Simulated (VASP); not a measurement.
Input:

```yaml
crystal:
  lattice:
    - [1.81500, -3.14367, 0.00000]
    - [1.81500, 3.14367, 0.00000]
    - [0.00000, 0.00000, 5.78000]
  atoms:
    - { symbol: Gd, position: [0.33333, 0.66667, 0.25000] }
    - { symbol: Gd, position: [0.66667, 0.33333, 0.75000] }
```

Calculation: PBE GGA, VASP's PBE PAW potentials (set 64) (plane waves; VASP). Run with 400 eV cut-off, 9×9×5 Γ-centred mesh, first-order Methfessel-Paxton smearing of 0.10 eV, potentials Gd_3.

The 4f electrons are frozen in the core of the lanthanide potential, so 4f levels, which can set the real gap, and their magnetism are missing.

Task: Predict the energy per atom (σ→0), band gap (on the k-mesh) with the smallest direct gap where there is one.

Result: 
* **band gap (on the k-mesh)**: none (metal, semimetal or under 0.01 eV)
* **energy per atom (σ→0)**: -4.585 eV/atom

Total energies compare only between runs with the same potentials, cut-off and functional.

The compound is Gd in the hcp structure. The cell was not relaxed at this level.
